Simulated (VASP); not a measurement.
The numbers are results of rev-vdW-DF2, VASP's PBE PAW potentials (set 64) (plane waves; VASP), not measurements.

VASP ran on this input.

**KPOINTS**
```
Automatic mesh
0
Gamma
9 9 9
0 0 0
```

**INCAR**
```
IBRION = 2   # conjugate gradients
NSW = 30   # most ionic steps
ZAB_VDW = -1.8867
ISIF = 4   # ions and shape, fixed volume
SIGMA = 0.05
PARAM2 = 0.7114
PREC = Accurate
EDIFFG = -0.01   # ionic stop
LMAXMIX = 4   # l cut-off of mixed one-centre charges
MAGMOM = 1.3 -1.3 2*0.0
ISMEAR = 0   # Gaussian
EDIFF = 1E-7
NELM = 100   # most electronic steps
ALGO = Normal   # blocked Davidson
ENCUT = 520   # plane-wave cut-off (eV)
ISPIN = 2
AGGAC = 0.0
LUSE_VDW = .True.
SYSTEM = NiO
PARAM1 = 0.1234568
LORBIT = 10
LCHARG = .False.
GGA = MK
LREAL = .False.   # projection in real space or not
LWAVE = .False.
LASPH = .True.   # aspherical one-centre terms
```

### POSCAR
```
NiO
1
    4.1932355945     2.0927321338     2.0927321338
    2.0927321338     4.1932355945     2.0927321338
    2.0927321338     2.0927321338     4.1932355945
Ni O
2 2
Direct
  0.0000000000   0.0000000000   0.0000000000
  0.5000000000   0.5000000000   0.5000000000
  0.2500000000   0.2500000000   0.2500000000
  0.7500000000   0.7500000000   0.7500000000
```

POTCAR, in this order: Ni O (PBE.64 set). Program: vasp_std.

What VASP printed:

### OUTCAR
```
 ion  position               nearest neighbor table
   1  0.000  0.000  0.000-   4 2.10   3 2.10   4 2.10   4 2.10   3 2.10   3 2.10   2 2.97   2 2.97
                             2 2.97   2 2.97   2 2.97   2 2.97
   2  0.500  0.500  0.500-   3 2.10   4 2.10   3 2.10   3 2.10   4 2.10   4 2.10   1 2.97   1 2.97
                             1 2.97   1 2.97   1 2.97   1 2.97
   3  0.250  0.250  0.250-   1 2.10   2 2.10   1 2.10   1 2.10   2 2.10   2 2.10
   4  0.750  0.750  0.750-   2 2.10   1 2.10   2 2.10   2 2.10   1 2.10   1 2.10
  LATTYP: Found a trigonal (rhomboedric) cell.
 ALAT       =     5.1324731191
 COS(alpha) =     0.8325082440
 Subroutine PRICEL returns following result:
  LATTYP: Found a trigonal (rhomboedric) cell.
 ALAT       =     2.9650678700
 COS(alpha) =     0.4981458437
 Subroutine GETGRP returns: Found 12 space group operations
The static configuration has the point symmetry D_3d.
The dynamic configuration has the point symmetry D_3d.
The overall configuration has the point symmetry D_3d.
 Subroutine INISYM returns: Found 12 space group operations
 Subroutine IBZKPT returns following result:
 Found     85 irreducible k-points:

 Following reciprocal coordinates:
            Coordinates               Weight
  0.000000  0.000000  0.000000      1.000000
...
```

**OSZICAR**
```
       N       E                     dE             d eps       ncg     rms          rms(c)
DAV:   1     0.267760240258E+03    0.26776E+03   -0.15877E+04  6856   0.210E+03
DAV:   2     0.110293238477E+02   -0.25673E+03   -0.24093E+03  7052   0.409E+02
DAV:   3    -0.194326166934E+02   -0.30462E+02   -0.28925E+02  7824   0.159E+02
DAV:   4    -0.204438358077E+02   -0.10112E+01   -0.10047E+01  7612   0.311E+01
DAV:   5    -0.204723994162E+02   -0.28564E-01   -0.28552E-01  8184   0.490E+00    0.201E+01
DAV:   6    -0.178967351879E+02    0.25757E+01   -0.44793E+01 10128   0.109E+02    0.218E+01
DAV:   7    -0.161010217617E+02    0.17957E+01   -0.78201E+00  8792   0.861E+01    0.896E+00
DAV:   8    -0.163129933142E+02   -0.21197E+00   -0.23652E+00  7628   0.136E+01    0.583E+00
DAV:   9    -0.162302627027E+02    0.82731E-01   -0.23983E-01 11060   0.130E+01    0.193E+00
DAV:  10    -0.162484971945E+02   -0.18234E-01   -0.88146E-02  9132   0.468E+00    0.101E+00
DAV:  11    -0.162475617313E+02    0.93546E-03   -0.23983E-02 11004   0.407E+00    0.166E-01
DAV:  12    -0.162481325253E+02   -0.57079E-03   -0.50992E-03  7192   0.629E-01    0.132E-01
DAV:  13    -0.162480677185E+02    0.64807E-04   -0.37845E-04  9840   0.209E-01    0.610E-02
DAV:  14    -0.162481204602E+02   -0.52742E-04   -0.22570E-04 10184   0.238E-01    0.383E-02
DAV:  15    -0.162481041743E+02    0.16286E-04   -0.43971E-05 10004   0.932E-02    0.961E-03
DAV:  16    -0.162481004360E+02    0.37383E-05   -0.52244E-06  8624   0.341E-02    0.456E-03
DAV:  17    -0.162480988842E+02    0.15518E-05   -0.38781E-07  6024   0.126E-02    0.117E-03
DAV:  18    -0.162480997497E+02   -0.86556E-06   -0.46469E-07  4808   0.657E-03    0.918E-04
DAV:  19    -0.162480995821E+02    0.16765E-06   -0.31225E-08  3548   0.243E-03    0.655E-04
DAV:  20    -0.162480993039E+02    0.27825E-06   -0.85107E-09  3524   0.119E-03    0.225E-04
DAV:  21    -0.162480993261E+02   -0.22230E-07   -0.23533E-09  3520   0.965E-04
   1 F= -.16248099E+02 E0= -.16248099E+02  d E =-.162481E+02  mag=    -0.0000
```

File OUTCAR:
```
------------------------ aborting loop because EDIFF is reached ----------------------------------------
  FORCE on cell =-STRESS in cart. coord.  units (eV):
  Direction    XX          YY          ZZ          XY          YZ          ZX
  --------------------------------------------------------------------------------------
  Total       -1.3278580     -1.3278580     -1.3278580     -0.0359618     -0.0359618     -0.0359618
  in kB      -57.5491308    -57.5491308    -57.5491308     -1.5585766     -1.5585766     -1.5585766
  external PRESSURE =     -57.5491308 kB  Pullay stress =       0.0000000 kB
  volume of cell :       36.97
      direct lattice vectors                 reciprocal lattice vectors
     4.193235594  2.092732134  2.092732134     0.357167646 -0.118908694 -0.118908694
     2.092732134  4.193235594  2.092732134    -0.118908694  0.357167646 -0.118908694
     2.092732134  2.092732134  4.193235594    -0.118908694 -0.118908694  0.357167646
 POSITION                                       TOTAL-FORCE (eV/Angst)
 -----------------------------------------------------------------------------------
      0.00000      0.00000      0.00000         0.000000     -0.000000     -0.000000
      4.18935      4.18935      4.18935         0.000000      0.000000      0.000000
      2.09467      2.09467      2.09467        -0.000000     -0.000000      0.000000
      6.28402      6.28402      6.28402        -0.000000     -0.000000      0.000000
 -----------------------------------------------------------------------------------
    total drift:                                0.000000     -0.000000     -0.000000
  FREE ENERGIE OF THE ION-ELECTRON SYSTEM (eV)
  ---------------------------------------------------
  free  energy   TOTEN  =       -16.2480993261 eV

  energy  without entropy=      -16.2480993261  energy(sigma->0) =      -16.24809933

 total charge

# of ion       s       p       d       tot
------------------------------------------
    1        0.325   0.390   8.276   8.992
    2        0.325   0.390   8.276   8.992
    3        1.557   3.394   0.000   4.950
    4        1.557   3.394   0.000   4.950
--------------------------------------------------
tot          3.764   7.568  16.553  27.884

 magnetization (x)

# of ion       s       p       d       tot
------------------------------------------
    1       -0.010  -0.013   1.322   1.298
    2        0.010   0.013  -1.322  -1.298
    3        0.000   0.000   0.000   0.000
    4        0.000   0.000   0.000   0.000
--------------------------------------------------
tot          0.000  -0.000   0.000  -0.000

 reached required accuracy - stopping structural energy minimisation
```
(Selected blocks of OUTCAR.)

The compound is NiO in the rock salt, AFM-II order structure. This cell is one point of a volume scan, at 1.03 of the reference volume.
